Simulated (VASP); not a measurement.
An input for Ansatz (written as the equivalent of a VASP run, and not itself run):

Ansatz 0.2 input:
```yaml
crystal:
  lattice:
    - [4.2442850, 0.0000000, 0.0000000]
    - [0.0000000, 5.0138540, 0.0000000]
    - [0.0000000, 0.0000000, 17.1228370]
  atoms:
    - { symbol: Cd, position: [0.7500000, 0.8723000, 0.5911890] }
    - { symbol: Cd, position: [0.2500000, 0.3723000, 0.4088110] }
    - { symbol: Te, position: [0.2500000, 0.5023000, 0.5709400] }
    - { symbol: Te, position: [0.7500000, 0.0023000, 0.4290600] }
kpoints:
  mp_grid: { grid: [3, 3, 1] }
hamiltonian:
  xc: pbe
  pseudopotentials: { kind: paw }
scf:
  occupations: { method: gaussian, width: 0.05 }
  max_iter: 100
output: { forces: true, stress: true, eigenvalues: true }
```

**Question.** Translate this input to VASP (INCAR, KPOINTS, POSCAR, choice of POTCAR).

**Answer.** Several could match; the one computed here: 
### INCAR
```
SYSTEM  =  CdTe
LMAXMIX  =  4   # l cut-off of mixed one-centre charges
EDIFF  =  1E-6   # SCF stop (eV)
ENCUT  =  300   # plane-wave cut-off (eV)
NELM  =  100   # most electronic steps
LWAVE  =  F
ALGO  =  Normal
PREC  =  Accurate
LCHARG  =  F
ISIF  =  2
GGA  =  PE   # PBE
LREAL  =  F   # projection in real space or not
SIGMA  =  0.05   # width (eV)
ISMEAR  =  0
LASPH  =  T   # aspherical one-centre terms
```

POSCAR:
```
CdTe
1
    4.2442850000     0.0000000000     0.0000000000
    0.0000000000     5.0138540000     0.0000000000
    0.0000000000     0.0000000000    17.1228370000
Cd Te
2 2
Direct
  0.7500000000   0.8723000000   0.5911890000
  0.2500000000   0.3723000000   0.4088110000
  0.2500000000   0.5023000000   0.5709400000
  0.7500000000   0.0023000000   0.4290600000
```

KPOINTS:
```
Automatic mesh
0
Gamma
3 3 1
0 0 0
```

POTCAR, in this order: Cd Te (PBE.64 set). Program: vasp_std.

What does not carry over: each code has its own PAW files, so the cut-off isn't converted (ENCUT is set for VASP's; basis.ecutwfc is left out, and Ansatz then takes the one that its files recommend); Ansatz stops its SCF on the density residual and VASP on the energy change (EDIFF).

The cell is a sheet with vacuum, built from a generated structure.
